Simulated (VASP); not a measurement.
Here is the system:

```
CELL_PARAMETERS angstrom
      0.03800     1.90000     1.90000
      1.90000     0.03800     1.90000
      1.93800     1.93800     0.00000
ATOMIC_POSITIONS crystal
  Rh 0.00000 0.00000 0.00000
```

Level of theory: r2SCAN meta-GGA, VASP's PBE PAW potentials (set 64) (plane waves; VASP). Settings: 480 eV cut-off, 16×16×16 Γ-centred mesh, first-order Methfessel-Paxton smearing of 0.10 eV, potentials Rh_pv.

**Question.** Estimate the energy per atom (σ→0), pressure, band gap (on the k-mesh) with the smallest direct gap where there is one.

**Answer.** 
- band gap (on the k-mesh) = none (metal, semimetal or under 0.01 eV)
- energy per atom (σ→0) = -2327.5 kJ/mol of atoms
- pressure = 1.83 GPa

Total energies compare only between runs with the same potentials, cut-off and functional.

The compound is Rh in the fcc structure. This cell was strained or had an atom moved on purpose.
